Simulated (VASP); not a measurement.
Here is the system:

```xyz
6
Lattice="4.4046 0.0000 0.0000 -2.2023 3.8145 0.0000 0.0000 0.0000 6.9384" Properties=species:S:1:pos:R:3 pbc="T T T"
Er     0.0000     0.0000     6.9384
Er     0.0000     0.0000     3.4692
Al     2.2023     1.2715     5.2038
Al     0.0000     2.5430     1.7346
Zn     2.2023     1.2715     1.7346
Zn     0.0000     2.5430     5.2038
```

Computed with PBEsol GGA, VASP's PBE PAW potentials (set 64) (plane waves; VASP). Run with 400 eV cut-off, 9×9×5 Γ-centred mesh, tetrahedra with Blöchl corrections, potentials Er_3 Al Zn.

The 4f electrons are frozen in the core of the lanthanide potential, so 4f levels, which can set the real gap, and their magnetism are missing.

Question: Estimate the energy per atom (σ→0), band gap (on the k-mesh) with the smallest direct gap where there is one.

Answer: 
The band gap (on the k-mesh) comes out as none (metal, semimetal or under 0.01 eV) and the energy per atom (σ→0) is -3984 meV/atom.

Only differences to runs with the same potentials and settings are physical.

The structure comes from a computed database's ErAlZn entry (P6_3/mmc); how it stands against other phases isn't given here. It was relaxed first.
